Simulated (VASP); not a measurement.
Computed with vdW-DF2, VASP's PBE PAW potentials (set 64) (plane waves; VASP 6.6.1).

The input files of a VASP run:

**KPOINTS**
```
K-points
0
Gamma
 9 9 9
0 0 0
```

POSCAR:
```
KF
1
    0.0000000000     2.6996631199     2.6996631199
    2.6996631199     0.0000000000     2.6996631199
    2.6996631199     2.6996631199     0.0000000000
K F
1 1
Direct
  0.0000000000   0.0000000000   0.0000000000
  0.5000000000   0.5000000000   0.5000000000
```

### INCAR
```
# general
SYSTEM  =KF
PREC    =Accurate
ENCUT   =520
LREAL   =.FALSE.
LASPH   =.TRUE.

# electronic loop
EDIFF   =1E-7
NELM    =100
ALGO    =Normal

# smearing
ISMEAR  =-5

# functional
GGA     =ML
LUSE_VDW=.TRUE.
AGGAC   =0.0
ZAB_VDW =-1.8867

# ions
ISIF    =2

# output
LWAVE   =.FALSE.
LCHARG  =.TRUE.
LORBIT  =11
NEDOS   =601
```

POTCAR, in this order: K_sv F (PBE.64 set). Program: vasp_std.

The run wrote:

### OUTCAR
```
 ion  position               nearest neighbor table
   1  0.000  0.000  0.000-   2 2.70   2 2.70   2 2.70   2 2.70   2 2.70   2 2.70
   2  0.500  0.500  0.500-   1 2.70   1 2.70   1 2.70   1 2.70   1 2.70   1 2.70
  LATTYP: Found a face centered cubic cell.
 ALAT       =     5.3993262398
 Subroutine PRICEL returns:
 Original cell was already a primitive cell.
 Subroutine GETGRP returns: Found 48 space group operations
The static configuration has the point symmetry O_h .
The dynamic configuration has the point symmetry O_h .
 Subroutine INISYM returns: Found 48 space group operations
 Subroutine IBZKPT returns following result:
 Found     35 irreducible k-points:

 Following reciprocal coordinates:
            Coordinates               Weight
  0.000000  0.000000  0.000000      1.000000
  0.111111  0.000000  0.000000      8.000000
  0.222222  0.000000  0.000000      8.000000
  0.333333  0.000000  0.000000      8.000000
  0.444444  0.000000  0.000000      8.000000
  0.111111  0.111111  0.000000      6.000000
  0.222222  0.111111  0.000000     24.000000
  0.333333  0.111111  0.000000     24.000000
  0.444444  0.111111  0.000000     24.000000
...
```

### OSZICAR
```
       N       E                     dE             d eps       ncg     rms          rms(c)
DAV:   1     0.114444400951E+03    0.11444E+03   -0.84077E+03   840   0.128E+03
DAV:   2    -0.180019534080E+01   -0.11624E+03   -0.10751E+03  1060   0.326E+02
DAV:   3    -0.640874729158E+01   -0.46086E+01   -0.45866E+01  1068   0.617E+01
DAV:   4    -0.657520315353E+01   -0.16646E+00   -0.16634E+00  1300   0.992E+00
DAV:   5    -0.657650291386E+01   -0.12998E-02   -0.12997E-02  1056   0.106E+00    0.715E+00
DAV:   6    -0.506348455499E+01    0.15130E+01   -0.55355E+00   964   0.201E+01    0.428E+00
DAV:   7    -0.500523091813E+01    0.58254E-01   -0.17397E-01  1060   0.356E+00    0.262E+00
DAV:   8    -0.495510732066E+01    0.50124E-01   -0.79353E-02   896   0.305E+00    0.212E-01
DAV:   9    -0.495532840565E+01   -0.22108E-03   -0.67049E-03  1288   0.575E-01    0.103E-01
DAV:  10    -0.495524114785E+01    0.87258E-04   -0.37827E-04   940   0.193E-01    0.313E-02
DAV:  11    -0.495520852512E+01    0.32623E-04   -0.10110E-04   908   0.103E-01    0.198E-02
DAV:  12    -0.495520342413E+01    0.51010E-05   -0.15466E-05  1080   0.349E-02    0.462E-03
DAV:  13    -0.495520329010E+01    0.13403E-06   -0.13034E-06  1012   0.114E-02    0.202E-03
DAV:  14    -0.495520335797E+01   -0.67870E-07   -0.18317E-07  1024   0.373E-03
   1 F= -.49552034E+01 E0= -.49552034E+01  d E =0.000000E+00
```

### OUTCAR
```
------------------------ aborting loop because EDIFF is reached ----------------------------------------
  FORCE on cell =-STRESS in cart. coord.  units (eV):
  Direction    XX          YY          ZZ          XY          YZ          ZX
  --------------------------------------------------------------------------------------
  Total        0.0081125      0.0081125      0.0081125      0.0000000      0.0000000     -0.0000000
  in kB        0.3302982      0.3302982      0.3302982      0.0000000      0.0000000     -0.0000000
  external PRESSURE =       0.3302982 kB  Pullay stress =       0.0000000 kB
  volume of cell :       39.35
      direct lattice vectors                 reciprocal lattice vectors
     0.000000000  2.699663120  2.699663120    -0.185208294  0.185208294  0.185208294
     2.699663120  0.000000000  2.699663120     0.185208294 -0.185208294  0.185208294
     2.699663120  2.699663120  0.000000000     0.185208294  0.185208294 -0.185208294
  FREE ENERGIE OF THE ION-ELECTRON SYSTEM (eV)
  ---------------------------------------------------
  free  energy   TOTEN  =        -4.9552033580 eV

  energy  without entropy=       -4.9552033580  energy(sigma->0) =       -4.95520336

 total charge

# of ion       s       p       d       tot
------------------------------------------
    1        1.954   5.532   0.030   7.516
    2        1.720   4.337   0.000   6.057
--------------------------------------------------
tot          3.674   9.869   0.030  13.573
```
(Selected blocks of OUTCAR.)

**OUTCAR**
```
 val. band max:       -3.3302155990   @ k =   0.0000   0.0000   0.0000

 cond. band min:       2.4332821504   @ k =   0.0000   0.0000   0.0000


 Fermi energy:        -3.3296438574

 k-point     1 :       0.0000    0.0000    0.0000
  band No.  band energies     occupation
      1     -29.4526      2.00000
      2     -21.8707      2.00000
      3     -12.6989      2.00000
      4     -12.6989      2.00000
      5     -12.6989      2.00000
      6      -3.3302      2.00000
      7      -3.3302      2.00000
      8      -3.3302      2.00000
      9       2.4333      0.00000
     10       7.1816      0.00000
     11       7.1816      0.00000
     12       7.1816      0.00000

 k-point     2 :       0.1111    0.0000    0.0000
  band No.  band energies     occupation
      1     -29.4430      2.00000
      2     -21.8786      2.00000
      3     -12.7310      2.00000
      4     -12.7033      2.00000
      5     -12.7033      2.00000
      6      -3.4429      2.00000
      7      -3.3693      2.00000
      8      -3.3693      2.00000
      9       2.7749      0.00000
     10       6.9630      0.00000
     11       7.3461      0.00000
     12       7.3461      0.00000

 k-point     3 :       0.2222    0.0000    0.0000
  band No.  band energies     occupation
      1     -29.4186      2.00000
      2     -21.9000      2.00000
      3     -12.8117      2.00000
      4     -12.7142      2.00000
      5     -12.7142      2.00000
      6      -3.6965      2.00000
      7      -3.4667      2.00000
      8      -3.4667      2.00000
      9       3.6624      0.00000
     10       6.5989      0.00000
     11       7.7751      0.00000
     12       7.7751      0.00000

 k-point     4 :       0.3333    0.0000    0.0000
  band No.  band energies     occupation
      1     -29.3905      2.00000
      2     -21.9244      2.00000
      3     -12.9023      2.00000
      4     -12.7264      2.00000
      5     -12.7264      2.00000
      6      -3.9461      2.00000
...
```

The compound is KF in the rock salt structure. It was relaxed first.
